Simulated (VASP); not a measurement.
The input files of a VASP run:

### INCAR
```
SYSTEM = Li
PREC = Accurate
ENCUT = 520
EDIFF = 1E-6
NELM = 6
ALGO = Normal
LREAL = .FALSE.
LASPH = .TRUE.
ISMEAR = 1
SIGMA = 0.1
GGA = PE
LWAVE = .FALSE.
LCHARG = .FALSE.
ISIF = 2
```

File KPOINTS:
```
Automatic mesh
0
Gamma
11 11 11
0 0 0
```

File POSCAR:
```
Li
1
   -1.7799000000     1.7799000000     1.7799000000
    1.7799000000    -1.7799000000     1.7799000000
    1.7799000000     1.7799000000    -1.7799000000
Li
1
Direct
  0.0000000000   0.0000000000   0.0000000000
```

POTCAR, in this order: Li_sv (PBE.64 set). Program: vasp_std.

Output of the run:

File standard output:
```
 POSCAR found type information on POSCAR Li
 POSCAR found :  1 types and       1 ions
 Reading from existing POTCAR
 Reading from existing POTCAR
 LDA part: xc-table for (Slater+PW92), standard interpolation
 POSCAR, INCAR and KPOINTS ok, starting setup
 WAVECAR not read
 entering main loop
       N       E                     dE             d eps       ncg     rms          rms(c)
DAV:   1     0.695166205275E+00    0.69517E+00   -0.70312E+02   560   0.415E+02
DAV:   2    -0.175656596767E+01   -0.24517E+01   -0.23220E+01   820   0.602E+01
DAV:   3    -0.189650702826E+01   -0.13994E+00   -0.13958E+00   715   0.975E+00
DAV:   4    -0.190031645956E+01   -0.38094E-02   -0.38094E-02   735   0.157E+00
DAV:   5    -0.190033923967E+01   -0.22780E-04   -0.22780E-04   735   0.138E-01    0.276E-01
DAV:   6    -0.189918223978E+01    0.11570E-02   -0.26055E-04   900   0.119E-01

 -----------------------------------------------------------------------------
|                                                                             |
|           W    W    AA    RRRRR   N    N  II  N    N   GGGG   !!!           |
|           W    W   A  A   R    R  NN   N  II  NN   N  G    G  !!!           |
|           W    W  A    A  R    R  N N  N  II  N N  N  G       !!!           |
|           W WW W  AAAAAA  RRRRR   N  N N  II  N  N N  G  GGG   !            |
|           WW  WW  A    A  R   R   N   NN  II  N   NN  G    G                |
|           W    W  A    A  R    R  N    N  II  N    N   GGGG   !!!           |
|                                                                             |
|     The electronic self-consistency was not achieved in the given           |
|     number of steps (NELM). The forces and other quantities evaluated       |
|     might not be reliable so examine the results carefully. If you find     |
|     spurious results, we suggest increasing NELM, if you were close to      |
|     convergence or switching to a different ALGO or adjusting the           |
|     density mixing parameters otherwise.                                    |
|                                                                             |
 -----------------------------------------------------------------------------

   1 F= -.18991822E+01 E0= -.18989480E+01  d E =-.702598E-03
```

### OUTCAR
```
------------------------ aborting loop EDIFF was not reached (unconverged)  ----------------------------
  FORCE on cell =-STRESS in cart. coord.  units (eV):
  Direction    XX          YY          ZZ          XY          YZ          ZX
  --------------------------------------------------------------------------------------
  Total       -0.3500835     -0.3500835     -0.3500835      0.0000000      0.0000000      0.0000000
  in kB      -24.8676909    -24.8676909    -24.8676909      0.0000000      0.0000000      0.0000000
  external PRESSURE =     -24.8676909 kB  Pullay stress =       0.0000000 kB
  volume of cell :       22.56
      direct lattice vectors                 reciprocal lattice vectors
    -1.779900000  1.779900000  1.779900000     0.000000000  0.280914658  0.280914658
     1.779900000 -1.779900000  1.779900000     0.280914658  0.000000000  0.280914658
     1.779900000  1.779900000 -1.779900000     0.280914658  0.280914658  0.000000000
 POSITION                                       TOTAL-FORCE (eV/Angst)
 -----------------------------------------------------------------------------------
      0.00000      0.00000      0.00000         0.000000     -0.000000      0.000000
 -----------------------------------------------------------------------------------
    total drift:                               -0.000000     -0.000000      0.000000
  FREE ENERGIE OF THE ION-ELECTRON SYSTEM (eV)
  ---------------------------------------------------
  free  energy   TOTEN  =        -1.8991822398 eV

  energy  without entropy=       -1.8984796418  energy(sigma->0) =       -1.89894804
```
(Selected blocks of OUTCAR.)

Read the log: what went wrong, and how is it fixed?

The cause: NELM is too small, so the electronic loop ends before EDIFF is met. The run did not converge; its last values are not results. Against the sound run, the energy per atom (σ→0) decreases by 0.001 eV/atom; the pressure drops by 1.18 GPa. To mend it, set NELM = 100.

The mended run (PBE GGA, plane waves, VASP's PBE PAW potentials (set 64)) converges, and its OSZICAR ends with
```
   1 F= -.18985842E+01 E0= -.18983525E+01  d E =-.694981E-03
```

The compound is Li in the bcc structure. The cell was not relaxed at this level.
